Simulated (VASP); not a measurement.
Li3Nd: single point with PBE

Crystal: Li3Nd.

```
Nd Li
1.0
     0.00000    3.66696    3.66696
     3.66696    0.00000    3.66696
     3.66696    3.66696    0.00000
Nd Li
1 3
Direct
  0.00000 0.00000 0.00000
  0.50000 0.50000 0.50000
  0.75000 0.75000 0.75000
  0.25000 0.25000 0.25000
```

The cell comes from a database or a generator and needn't be the stable form of this composition.

* Program: VASP 6.6.1
* Task: single point
* Functional: PBE
* Potentials or basis: VASP PAW PBE potentials, release 64 (Nd, Li_sv)
* Cutoff: 520 eV
* k mesh: 6 × 6 × 6
* Occupations: fermi-dirac, width 0.05 eV
* Spin: collinear spin, ferromagnetic start
* Starting moments: [3.0, 0.0, 0.0, 0.0] μB
* Further INCAR settings: ALGO = Normal; EDIFF = 1e-07; NBANDS = 24

```yaml
Band_gap_on_the_k_mesh: none (metal or under the smearing width)
Net_moment: 4.60 μB per cell
Site_moments: Nd +3.42; Li +0.01, +0.02 μB
Valence_electrons_inside_the_program's_atomic_spheres: Nd 11.20; Li 2.08, 2.09
```

Levels at points of the mesh, in eV from the Fermi level:
Spin up:
| k point | band 11 | band 12 | band 13 | band 14 | band 15 | band 16 |
| --- | --- | --- | --- | --- | --- | --- |
| (0.00, 0.00, 0.00) | -0.61 | -0.15 | -0.15 | -0.15 | 0.03 | 0.03 |
| (0.50, 0.00, 0.00) | -0.67 | -0.61 | -0.19 | -0.19 | 0.06 | 0.10 |
| (0.50, 0.50, 0.00) | -0.72 | -0.66 | -0.41 | 0.10 | 0.10 | 0.13 |
Spin down:
```csv
k point,band 7,band 8,band 9,band 10,band 11,band 12
"(0.00, 0.00, 0.00)",-17.60,-3.27,0.52,0.52,0.52,1.75
"(0.50, 0.00, 0.00)",-17.61,-1.77,-0.95,0.36,0.36,1.77
"(0.50, 0.50, 0.00)",-17.62,-1.50,-0.27,0.23,0.96,0.96
```

Wall time 3.9 min on 1 thread of Intel(R) Xeon(R) Platinum 8375C CPU @ 2.90GHz (Ice Lake), on a shared host, peak memory 0.32 GiB.

Caveat: the magnetic or orbital state may not be the lowest; spin-orbit coupling is left out, which moves the levels of the heavy elements; without U or exact exchange the open f shell lies at the Fermi level, which spoils levels, moments and volumes. The state reached can hang on the start; a lower one may exist.
